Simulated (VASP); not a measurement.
## Dy (relaxed from the bcc structure, space group Im-3m): computed properties

These are r2SCAN meta-GGA, VASP's PBE PAW potentials (set 64) (plane waves; VASP) values and carry that method's errors.

For Dy, the space group is Im-3m (229) and the cell is a = b = c = 4.007 Å, α = β = γ = 90.00°. The volume per atom is 32.17 Å^3/atom and the band gap (over mesh and band path) is none (metal, semimetal or under 0.01 eV). The density comes out as 8.39 g/cm³.

```
Dy
1.0
   -2.00356     2.00356     2.00356
    2.00356    -2.00356     2.00356
    2.00356     2.00356    -2.00356
Dy
1
Direct
  0.00000   0.00000   0.00000
```

The 4f electrons are frozen in the core of the lanthanide potential, so 4f levels, which can set the real gap, and their magnetism are missing.

The structure was generated: Dy was put into the bcc type (Im-3m), which need not be its known phase. It was relaxed first. Symmetry was kept, so distortions that lower it aren't found.
